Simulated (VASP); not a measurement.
Consider the following.

```
CsCl
1.0
    4.10747     0.00000     0.00000
    0.00000     4.10747     0.00000
    0.00000     0.00000     4.10747
Cs Cl
1 1
Direct
  0.00000   0.00000   0.00000
  0.50000   0.50000   0.50000
```

Computed with PW91 GGA, VASP's PBE PAW potentials (set 64) (plane waves; VASP). Numerical set-up: 520 eV cut-off, 6×6×6 Γ-centred mesh, Gaussian smearing of 0.050 eV, potentials Cs_sv Cl.

Unless said otherwise, spin-orbit coupling is left out, though it shifts the bands of the heavy elements here.

Question: Estimate the energy per atom (σ→0), pressure, band gap (on the k-mesh) with the smallest direct gap where there is one.

Answer: 
band gap (on the k-mesh): 5.32 eV
smallest direct gap (on the k-mesh): 5.32 eV
energy per atom (σ→0): -3.294 eV/atom
pressure: 10.9 kbar

The compound is CsCl in the CsCl type structure. This cell is one point of a volume scan, at 0.94 of the reference volume.
